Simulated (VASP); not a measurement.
Given:

```xyz
2
Lattice="0.0000 2.6494 2.6494 2.6494 0.0000 2.6494 2.6494 2.6494 0.0000" Properties=species:S:1:pos:R:3 pbc="T T T"
Mg     2.6494     2.6494     5.2988
S      2.6494     2.6494     2.6494
```

The numbers are results of rev-vdW-DF2, VASP's PBE PAW potentials (set 64) (plane waves; VASP), not measurements. Settings: 520 eV cut-off, 9×9×9 Γ-centred mesh, Gaussian smearing of 0.050 eV, potentials Mg S.

Problem. Estimate the energy per atom (σ→0), pressure.

Solution. 
```yaml
energy per atom (σ→0): -3.058 eV/atom
pressure: -3.98 GPa
```

Only differences to runs with the same potentials and settings are physical.

The compound is MgS in the rock salt structure. This cell is one point of a volume scan, at 1.06 of the reference volume.
